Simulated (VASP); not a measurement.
Level of theory: PBE GGA with D3 dispersion (Becke-Johnson damping), VASP's PBE PAW potentials (set 64) (plane waves; VASP).

The input files of a VASP run:

KPOINTS:
```
Automatic
0
G
11 11 11
0 0 0
```

**INCAR**
```
ENCUT=520
GGA=PE   ! PBE
EDIFF=1E-7   ! SCF stop (eV)
IVDW=12   ! D3, Becke-Johnson
LWAVE=.FALSE.
SYSTEM=Ge
ALGO=Normal
LREAL=.FALSE.   ! projection in real space or not
SIGMA=0.1   ! width (eV)
LASPH=.TRUE.   ! aspherical one-centre terms
LCHARG=.FALSE.
ISIF=2   ! forces and stress, cell fixed
ISMEAR=1
LMAXMIX=4   ! l cut-off of mixed one-centre charges
PREC=Accurate
NELM=100   ! most electronic steps
```

**POSCAR**
```
Ge
1
    0.0000000000     2.8491217723     2.8491217723
    2.8491217723     0.0000000000     2.8491217723
    2.8491217723     2.8491217723     0.0000000000
Ge
2
Direct
  0.0000000000   0.0000000000   0.0000000000
  0.2500000000   0.2500000000   0.2500000000
```

POTCAR, in this order: Ge_d (PBE.64 set). Program: vasp_std.

Task: Predict the energy per atom (σ→0), dispersion energy, band gap (on the k-mesh).

Result: 
```yaml
energy per atom (σ→0): -4.803 eV/atom
dispersion_energy: -0.581 eV
band gap (on the k-mesh): none (metal, semimetal or under 0.01 eV)
```

**OSZICAR**
```
...
DAV:   7    -0.902362922368E+01    0.30852E-01   -0.55095E-02  2126   0.235E+00    0.157E-01
DAV:   8    -0.902538242681E+01   -0.17532E-02   -0.68977E-03  2322   0.128E+00    0.580E-02
DAV:   9    -0.902538492639E+01   -0.24996E-05   -0.24461E-04  2596   0.311E-01    0.189E-02
DAV:  10    -0.902541398347E+01   -0.29057E-04   -0.10799E-04  2238   0.164E-01    0.593E-03
DAV:  11    -0.902541539575E+01   -0.14123E-05   -0.11409E-05  2524   0.649E-02    0.187E-03
DAV:  12    -0.902541561992E+01   -0.22416E-06   -0.65590E-07  2184   0.119E-02    0.187E-04
DAV:  13    -0.902541556736E+01    0.52552E-07   -0.30650E-08  1276   0.268E-03
   1 F= -.96067735E+01 E0= -.96067986E+01  d E =0.752603E-04
```

The compound is Ge in the diamond structure. It was relaxed first.
